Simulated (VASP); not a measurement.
**AlPPt$_{5}$ (space group P4/mmm): computed properties**

All values below come from PBEsol GGA, VASP's PBE PAW potentials (set 64) (plane waves; VASP).

For AlPPt5, the space group is P4/mmm (123). The cell is a = b = 3.9034 Å, c = 6.7849 Å, α = β = γ = 90.00°. The volume per atom is 14.77 Å³/atom and the band gap (over mesh and band path) is none (metal, semimetal or under 0.01 eV). The density comes out as 16.60 g/cm³.

```
CELL_PARAMETERS angstrom
      3.90341     0.00000     0.00000
      0.00000     3.90341     0.00000
      0.00000     0.00000     6.78492
ATOMIC_POSITIONS crystal
  Al 0.50000 0.50000 0.00000
  P  0.00000 0.00000 0.50000
  Pt 0.00000 0.50000 0.28741
  Pt 0.00000 0.50000 0.71259
  Pt 0.50000 0.00000 0.28741
  Pt 0.50000 0.00000 0.71259
  Pt 0.00000 0.00000 0.00000
```

Unless said otherwise, spin-orbit coupling is left out, though it shifts the bands of the heavy elements here.

The structure comes from a computed database's AlPPt5 entry (P4/mmm); how it stands against other phases isn't given here. It was relaxed first. Symmetry was kept, so distortions that lower it aren't found.
